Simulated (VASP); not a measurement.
A convergence study with VASP on InAs (zinc blende): one setting is varied, all else stays as given below, so the limit is that of these other settings. Each run relaxes cell and ions from the cell shown. The basis is that of the starting cell, so low cut-offs carry a Pulay error.

```
CELL_PARAMETERS angstrom
      0.00000     3.03000     3.03000
      3.03000     0.00000     3.03000
      3.03000     3.03000     0.00000
ATOMIC_POSITIONS crystal
  In 0.00000 0.00000 0.00000
  As 0.25000 0.25000 0.25000
```

Computed with LDA (Ceperley-Alder, Perdew-Zunger), VASP's LDA PAW potentials (set 64) (plane waves; VASP 6.6.1). The tightest run used: 700 eV cut-off, 7×7×7 Γ-centred mesh, Gaussian smearing of 0.050 eV, potentials In_d As.

```tsv
setting	relaxed volume (Å³/atom)	E (eV/atom)	plane waves
ENCUT = 200	25.468	-4.5330	363
ENCUT = 250	27.402	-4.5102	531
ENCUT = 300	27.323	-4.5109	668
ENCUT = 350	27.347	-4.5104	869
```

Problem. These are the cheaper rows. Estimate the results at ENCUT = 700, and how far the last row shown lies from them.

Solution. 
```json
[
 {"quantity": "relaxed volume (Å³/atom)", "tightest run": "27.451", "last row shown is off by": "-0.104"},
 {"quantity": "E (eV/atom)", "tightest run": "-4.5105", "last row shown is off by": "0.0001"}
]
```

Left out are rungs that failed or repeat a setting and relaxations that didn't move; long series are thinned to 24 rows.

The compound is InAs in the zinc blende structure.
